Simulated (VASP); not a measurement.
All values below come from PBEsol GGA, VASP's PBE PAW potentials (set 64) (plane waves; VASP 6.6.1).

VASP ran on this input.

File KPOINTS:
```
K-points
0
G
  11 11 11
```

POSCAR:
```
BBi
1.0
  3.3138659673   0.0000000000   0.0000000000
  0.0000000000   3.3138659673   0.0000000000
  0.0000000000   0.0000000000   3.3138659673
B Bi
1 1
Direct
  0.0000000000   0.0000000000   0.0000000000
  0.5000000000   0.5000000000   0.5000000000
```

**INCAR**
```
SYSTEM = BBi
PREC = Accurate
ENCUT = 620
EDIFF = 1E-6
NELM = 100
ALGO = Normal
LREAL = .FALSE.
LASPH = .TRUE.
ISMEAR = 1
SIGMA = 0.1
GGA = PS
LMAXMIX = 4
LWAVE = .FALSE.
LCHARG = .FALSE.
IBRION = 2
ISIF = 3
NSW = 40
EDIFFG = -0.02
```

POTCAR, in this order: B Bi_d (PBE.64 set). Program: vasp_std.

Unless said otherwise, spin-orbit coupling is left out, though it shifts the bands of the heavy elements here.

### Question
What does the run give for the energy per atom (σ→0), band gap (on the k-mesh)?

### Answer

| Item | Result |
|---|---|
| energy per atom (σ→0) | -4.134 eV/atom |
| band gap (on the k-mesh) | none (metal, semimetal or under 0.01 eV) |

File OSZICAR:
```
...
DAV:   5    -0.846648076060E+01   -0.68001E-02   -0.67995E-02  1860   0.274E+00    0.178E+00
DAV:   6    -0.827414006879E+01    0.19234E+00   -0.52261E-01  1951   0.627E+00    0.612E-01
DAV:   7    -0.826995977400E+01    0.41803E-02   -0.58205E-02  1637   0.158E+00    0.319E-01
DAV:   8    -0.826814428781E+01    0.18155E-02   -0.36978E-03  1584   0.747E-01    0.519E-02
DAV:   9    -0.826799400438E+01    0.15028E-03   -0.51670E-04  1821   0.215E-01    0.161E-02
DAV:  10    -0.826799879228E+01   -0.47879E-05   -0.65364E-05  1646   0.670E-02    0.562E-03
DAV:  11    -0.826799822656E+01    0.56572E-06   -0.30371E-06  1388   0.215E-02
   1 F= -.82679982E+01 E0= -.82681363E+01  d E =-.826800E+01
```

The structure was generated: BBi was put into the CsCl type type (Pm-3m), which need not be its known phase. It was relaxed first, which changed the volume by +33 %. VASP warned that the highest band is occupied, so more bands are needed.
